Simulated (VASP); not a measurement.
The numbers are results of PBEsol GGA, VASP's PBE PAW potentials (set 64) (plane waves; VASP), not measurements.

The input files of a VASP run:

INCAR:
```
! general
SYSTEM  = CoC
PREC    = Accurate
ENCUT   = 520
LREAL   = .FALSE.
LASPH   = .TRUE.

! electronic loop
EDIFF   = 1E-6   ! SCF stop (eV)
NELM    = 100   ! most electronic steps
ALGO    = Normal   ! blocked Davidson
LMAXMIX = 4   ! l cut-off of mixed one-centre charges

! smearing
ISMEAR  = 1   ! Methfessel-Paxton
SIGMA   = 0.1   ! width (eV)

! functional
GGA     = PS

! spin
ISPIN   = 2   ! spin-polarised
MAGMOM  = 3.0 0.0

! ions
IBRION  = 2   ! conjugate gradients
NSW     = 60   ! most ionic steps
ISIF    = 3
EDIFFG  = -0.01

! output
LWAVE   = .FALSE.
LCHARG  = .FALSE.
LORBIT  = 10
```

**POSCAR**
```
CoC
1
    2.6260000000     0.0000000000     0.0000000000
    0.0000000000     2.6260000000     0.0000000000
    0.0000000000     0.0000000000     2.6260000000
Co C
1 1
Direct
  0.0000000000   0.0000000000   0.0000000000
  0.5000000000   0.5000000000   0.5000000000
```

### KPOINTS
```
kpoints
0
Gamma
  12 12 12
```

POTCAR, in this order: Co C (PBE.64 set). Program: vasp_std.

Output

File OSZICAR:
```
       N       E                     dE             d eps       ncg     rms          rms(c)
DAV:   1     0.479036632667E+02    0.47904E+02   -0.61341E+03  4112   0.127E+03
DAV:   2    -0.148549904552E+02   -0.62759E+02   -0.56471E+02  4272   0.218E+02
DAV:   3    -0.183891576922E+02   -0.35342E+01   -0.33331E+01  4700   0.560E+01
DAV:   4    -0.184481345190E+02   -0.58977E-01   -0.58878E-01  4336   0.723E+00
DAV:   5    -0.184494644774E+02   -0.13300E-02   -0.13299E-02  4748   0.115E+00    0.198E+01
DAV:   6    -0.296584076522E+02   -0.11209E+02   -0.15230E+02  4636   0.178E+02    0.404E+01
DAV:   7    -0.148924034587E+02    0.14766E+02   -0.50561E+01  4792   0.113E+02    0.497E+00
DAV:   8    -0.147272853589E+02    0.16512E+00   -0.15487E+00  5060   0.134E+01    0.185E+00
DAV:   9    -0.147175627261E+02    0.97226E-02   -0.22021E-01  4892   0.472E+00    0.111E+00
DAV:  10    -0.147162286593E+02    0.13341E-02   -0.74964E-03  5112   0.101E+00    0.190E-01
DAV:  11    -0.147158444564E+02    0.38420E-03   -0.19459E-03  4648   0.632E-01    0.142E-01
DAV:  12    -0.147157023687E+02    0.14209E-03   -0.12347E-03  5912   0.309E-01    0.772E-02
DAV:  13    -0.147156762441E+02    0.26125E-04   -0.68890E-05  5112   0.691E-02    0.447E-02
DAV:  14    -0.147156694616E+02    0.67825E-05   -0.92528E-06  4940   0.262E-02    0.234E-02
DAV:  15    -0.147156683559E+02    0.11057E-05   -0.34939E-06  2432   0.183E-02    0.608E-03
DAV:  16    -0.147156683368E+02    0.19150E-07   -0.32086E-07  2028   0.642E-03
   1 F= -.14715668E+02 E0= -.14715341E+02  d E =-.147157E+02  mag=     0.8907
       N       E                     dE             d eps       ncg     rms          rms(c)
DAV:   1    -0.300268271425E+02   -0.15311E+02   -0.19160E+02  4756   0.238E+02    0.425E+01
DAV:   2    -0.309570401858E+02   -0.93021E+00   -0.21260E+02  4256   0.245E+02    0.287E+01
DAV:   3    -0.155324134558E+02    0.15425E+02   -0.77518E+01  4520   0.151E+02    0.808E+00
DAV:   4    -0.148785476994E+02    0.65387E+00   -0.18404E+00  4736   0.170E+01    0.437E+00
DAV:   5    -0.147351296776E+02    0.14342E+00   -0.10588E-01  5104   0.449E+00    0.296E+00
DAV:   6    -0.147406506370E+02   -0.55210E-02   -0.14760E-02  4972   0.179E+00    0.158E+00
DAV:   7    -0.147508968684E+02   -0.10246E-01   -0.40509E-02  5064   0.315E+00    0.277E-01
DAV:   8    -0.147515984083E+02   -0.70154E-03   -0.28372E-03  5504   0.848E-01    0.948E-02
DAV:   9    -0.147516164949E+02   -0.18087E-04   -0.17149E-04  5244   0.178E-01    0.459E-02
DAV:  10    -0.147516159447E+02    0.55013E-06   -0.24804E-05  4628   0.555E-02    0.175E-02
DAV:  11    -0.147516159911E+02   -0.46359E-07   -0.15393E-06  2292   0.158E-02
   2 F= -.14751616E+02 E0= -.14751810E+02  d E =-.359477E-01  mag=     0.7730
       N       E                     dE             d eps       ncg     rms          rms(c)
DAV:   1    -0.188330499544E+02   -0.40814E+01   -0.50354E+01  4360   0.134E+02    0.175E+01
DAV:   2    -0.249164187457E+02   -0.60834E+01   -0.11516E+02  4860   0.157E+02    0.224E+01
DAV:   3    -0.152726594893E+02    0.96438E+01   -0.31857E+01  4420   0.855E+01    0.615E+00
DAV:   4    -0.152250389140E+02    0.47621E-01   -0.59293E-01  4244   0.725E+00    0.360E+00
DAV:   5    -0.152101530132E+02    0.14886E-01   -0.15995E-01  5540   0.483E+00    0.148E+00
DAV:   6    -0.152204129690E+02   -0.10260E-01   -0.40331E-02  5304   0.282E+00    0.318E-01
DAV:   7    -0.152202916619E+02    0.12131E-03   -0.27076E-03  4960   0.615E-01    0.195E-01
DAV:   8    -0.152200601569E+02    0.23150E-03   -0.21486E-03  5028   0.691E-01    0.199E-01
DAV:   9    -0.152204153170E+02   -0.35516E-03   -0.58836E-04  5292   0.372E-01    0.587E-02
DAV:  10    -0.152204393033E+02   -0.23986E-04   -0.68242E-05  5340   0.121E-01    0.216E-02
DAV:  11    -0.152204396447E+02   -0.34136E-06   -0.56172E-06  3456   0.337E-02
   3 F= -.15220440E+02 E0= -.15220333E+02  d E =-.504771E+00  mag=     0.7916
       N       E                     dE             d eps       ncg     rms          rms(c)
DAV:   1    -0.152229882836E+02   -0.25490E-02   -0.28672E-02  4516   0.306E+00    0.433E-01
DAV:   2    -0.152265059494E+02   -0.35177E-02   -0.60669E-02  4660   0.381E+00    0.618E-01
DAV:   3    -0.152209541430E+02    0.55518E-02   -0.27741E-02  4728   0.250E+00    0.970E-02
DAV:   4    -0.152208615485E+02    0.92595E-04   -0.19164E-04  4220   0.166E-01    0.428E-02
DAV:   5    -0.152208544705E+02    0.70779E-05   -0.87247E-06  4760   0.334E-02    0.179E-02
DAV:   6    -0.152208506891E+02    0.37814E-05   -0.69045E-06  2812   0.239E-02    0.432E-03
DAV:   7    -0.152208505573E+02    0.13180E-06   -0.12907E-06  2584   0.110E-02
   4 F= -.15220851E+02 E0= -.15220763E+02  d E =-.505182E+00  mag=     0.7882
       N       E                     dE             d eps       ncg     rms          rms(c)
DAV:   1    -0.152229342441E+02   -0.20836E-02   -0.29179E-02  4512   0.310E+00    0.437E-01
DAV:   2    -0.152264369225E+02   -0.35027E-02   -0.61102E-02  4660   0.383E+00    0.618E-01
DAV:   3    -0.152208688907E+02    0.55680E-02   -0.27801E-02  4732   0.250E+00    0.980E-02
DAV:   4    -0.152207753621E+02    0.93529E-04   -0.19293E-04  4220   0.167E-01    0.437E-02
DAV:   5    -0.152207681807E+02    0.71814E-05   -0.88203E-06  4788   0.338E-02    0.179E-02
DAV:   6    -0.152207643910E+02    0.37897E-05   -0.69839E-06  2832   0.240E-02    0.426E-03
DAV:   7    -0.152207642693E+02    0.12172E-06   -0.12792E-06  2564   0.110E-02
   5 F= -.15220764E+02 E0= -.15220696E+02  d E =-.505096E+00  mag=     0.7853
       N       E                     dE             d eps       ncg     rms          rms(c)
DAV:   1    -0.152250600827E+02   -0.42957E-02   -0.58085E-02  4516   0.437E+00    0.611E-01
DAV:   2    -0.152321109837E+02   -0.70509E-02   -0.12270E-01  4660   0.538E+00    0.885E-01
DAV:   3    -0.152209565080E+02    0.11154E-01   -0.55572E-02  4716   0.353E+00    0.142E-01
DAV:   4    -0.152207631758E+02    0.19333E-03   -0.39850E-04  4256   0.253E-01    0.551E-02
DAV:   5    -0.152207484550E+02    0.14721E-04   -0.15466E-05  5572   0.417E-02    0.267E-02
DAV:   6    -0.152207409185E+02    0.75364E-05   -0.96721E-06  3800   0.282E-02    0.748E-03
DAV:   7    -0.152207403127E+02    0.60587E-06   -0.28723E-06  2824   0.148E-02
   6 F= -.15220740E+02 E0= -.15220644E+02  d E =0.239566E-04  mag=     0.7894
       N       E                     dE             d eps       ncg     rms          rms(c)
DAV:   1    -0.152220793647E+02   -0.13384E-02   -0.16101E-02  4520   0.230E+00    0.325E-01
DAV:   2    -0.152240471718E+02   -0.19678E-02   -0.34056E-02  4660   0.285E+00    0.463E-01
DAV:   3    -0.152209359949E+02    0.31112E-02   -0.15539E-02  4732   0.187E+00    0.729E-02
DAV:   4    -0.152208842205E+02    0.51774E-04   -0.10725E-04  4228   0.125E-01    0.319E-02
DAV:   5    -0.152208802720E+02    0.39485E-05   -0.46113E-06  4200   0.246E-02    0.133E-02
DAV:   6    -0.152208781725E+02    0.20995E-05   -0.38454E-06  2228   0.179E-02    0.324E-03
DAV:   7    -0.152208781116E+02    0.60932E-07   -0.84591E-07  2052   0.895E-03
   7 F= -.15220878E+02 E0= -.15220797E+02  d E =-.113842E-03  mag=     0.7872
```

### OUTCAR
```
------------------------ aborting loop because EDIFF is reached ----------------------------------------
  FORCE on cell =-STRESS in cart. coord.  units (eV):
  Direction    XX          YY          ZZ          XY          YZ          ZX
  --------------------------------------------------------------------------------------
  Total        0.0015997      0.0015997      0.0015997      0.0000000      0.0000000      0.0000000
  in kB        0.1723387      0.1723387      0.1723387      0.0000000      0.0000000      0.0000000
  external PRESSURE =       0.1723387 kB  Pullay stress =       0.0000000 kB
  volume of cell :       14.87
      direct lattice vectors                 reciprocal lattice vectors
     2.459183152 -0.000000000 -0.000000000     0.406639090  0.000000000 -0.000000000
    -0.000000000  2.459183152 -0.000000000     0.000000000  0.406639090  0.000000000
     0.000000000 -0.000000000  2.459183152     0.000000000  0.000000000  0.406639090
 POSITION                                       TOTAL-FORCE (eV/Angst)
 -----------------------------------------------------------------------------------
      0.00000     -0.00000     -0.00000         0.000000     -0.000000      0.000000
      1.22959      1.22959      1.22959        -0.000000      0.000000      0.000000
 -----------------------------------------------------------------------------------
    total drift:                                0.000000      0.000000      0.000000
  FREE ENERGIE OF THE ION-ELECTRON SYSTEM (eV)
  ---------------------------------------------------
  free  energy   TOTEN  =       -15.2208781116 eV

  energy  without entropy=      -15.2206339749  energy(sigma->0) =      -15.22079673

 total charge

# of ion       s       p       d       tot
------------------------------------------
    1        0.448   0.690   7.505   8.643
    2        0.901   1.330   0.000   2.231
--------------------------------------------------
tot          1.349   2.020   7.505  10.874

 magnetization (x)

# of ion       s       p       d       tot
------------------------------------------
    1        0.005   0.003   0.709   0.717
    2        0.011   0.036   0.000   0.047
--------------------------------------------------
tot          0.016   0.039   0.709   0.764

 reached required accuracy - stopping structural energy minimisation
```
(Selected blocks of OUTCAR.)

### CONTCAR
```
CoC
   1.00000000000000
     2.4591831521015091   -0.0000000000000000   -0.0000000000000000
    -0.0000000000000000    2.4591831521015091   -0.0000000000000000
     0.0000000000000000   -0.0000000000000000    2.4591831521015091
  Co              C
     1     1
Direct
     0.0000000000000000    0.0000000000000000    0.0000000000000000
     0.5000000000000000    0.5000000000000000    0.5000000000000000
```

Energy and stress use the plane-wave basis of the starting cell.

The structure was generated: CoC was put into the CsCl type type (Pm-3m), which need not be its known phase. This run relaxes it. Symmetry was kept, so distortions that lower it aren't found.
